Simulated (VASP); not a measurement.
All values below come from r2SCAN meta-GGA, VASP's PBE PAW potentials (set 64) (plane waves; VASP 6.6.1).

A VASP calculation is set up with these files.

### KPOINTS
```
Automatic mesh
0
Gamma
12 12 12
0 0 0
```

INCAR:
```
SYSTEM=Pb
PREC=Accurate; ENCUT=480; LREAL=.False.
LASPH=.True.
EDIFF=1E-7; NELM=100; ALGO=Normal
LMAXMIX=4; LMIXTAU=.True.
ISMEAR=1; SIGMA=0.1
METAGGA=R2SCAN
ISIF=2
LWAVE=.False.; LCHARG=.False.
```

POSCAR:
```
Pb
1
    0.0000000000     2.4695048360     2.4695048360
    2.4944493293    -0.0249444933     2.4944493293
    2.4944493293     2.4944493293    -0.0249444933
Pb
1
Direct
  0.0000000000   0.0000000000   0.0000000000
```

POTCAR, in this order: Pb_d (PBE.64 set). Program: vasp_std.

### Question
What will the output report for the number of irreducible k-points (NKPTS), number of bands (NBANDS), largest plane-wave count, number of space-group operations, FFT grid (NGX, NGY, NGZ)?

### Answer

```yaml
number of irreducible k-points (NKPTS): 280
number of bands (NBANDS): 11
largest_plane_wave_count: 754
number_of_space_group_operations: 8
FFT grid (NGX, NGY, NGZ): 28 × 28 × 28
```

The compound is Pb in the fcc structure. This cell was strained or had an atom moved on purpose.
